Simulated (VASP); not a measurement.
```xyz
2
Lattice="0.0000 2.8540 2.8540 2.8540 0.0000 2.8540 2.8540 2.8540 0.0000" Properties=species:S:1:pos:R:3 pbc="T T T"
Hg     0.0000     0.0000     0.0000
Se     1.4270     1.4270     1.4270
```

The numbers are results of PBEsol GGA, VASP's PBE PAW potentials (set 64) (plane waves; VASP), not measurements. Run with 500 eV cut-off, 11×11×11 Γ-centred mesh, first-order Methfessel-Paxton smearing of 0.10 eV, potentials Hg Se.

Unless said otherwise, spin-orbit coupling is left out, though it shifts the bands of the heavy elements here.

Q: Estimate the energy per atom (σ→0), pressure, band gap (on the k-mesh) with the smallest direct gap where there is one.

A: 
```json
{
 "band gap (on the k-mesh)": "none (metal, semimetal or under 0.01 eV)",
 "energy per atom (σ→0)": "-2.117 eV/atom",
 "pressure": "19.89 GPa"
}
```

Only differences to runs with the same potentials and settings are physical.

The structure was generated: HgSe was put into the zinc blende type (F-43m), which need not be its known phase. It was relaxed first under an external pressure of 20 GPa.
